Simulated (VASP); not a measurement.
Data:

```
CELL_PARAMETERS angstrom
      4.16733     0.00000     0.00000
      0.00000     4.16733     0.00000
      0.00000     0.00000     4.16733
ATOMIC_POSITIONS crystal
  Mg 0.00000 0.50000 0.50000
  Mg 0.50000 0.00000 0.50000
  Mg 0.50000 0.50000 0.00000
  Zn 0.00000 0.00000 0.00000
  O  0.50000 0.00000 0.00000
  O  0.00000 0.50000 0.00000
  O  0.00000 0.00000 0.50000
  O  0.50000 0.50000 0.50000
```

Level of theory: LDA (Ceperley-Alder, Perdew-Zunger), VASP's LDA PAW potentials (set 64) (plane waves; VASP). Numerical set-up: 520 eV cut-off, Gaussian smearing of 0.050 eV, potentials Mg Zn O.

Give the energies of bands 11 to 24 at the high-symmetry points, in eV from the valence-band maximum.

```
band      Γ      X      M      R
----  -----  -----  -----  -----
11    -4.53  -4.53  -4.86  -4.27
12    -4.53  -4.00  -3.86  -4.27
13    -2.85  -3.72  -3.76  -4.27
14    -2.85  -3.72  -3.44  -1.95
15    -2.85  -3.50  -3.27  -1.95
16    -2.66  -3.10  -2.71  -1.95
17    -2.66  -2.39  -2.71  -1.67
18    -2.66  -2.18  -1.95  -1.67
19    -1.28  -2.18  -1.92  -1.67
20    -1.28  -1.80  -1.92   0.00
21    -1.28  -1.80   0.00   0.00
22     2.49   5.79   7.58   6.24
23     6.13   7.02   7.93   6.24
24     8.52   9.47   7.93   6.24
```

The gap is indirect, 2.49 eV, from the valence maximum at M to the conduction minimum at Γ.

The structure comes from a computed database's Mg3ZnO4 entry (Pm-3m); how it stands against other phases isn't given here. It was relaxed first, which changed the volume by -8 %.
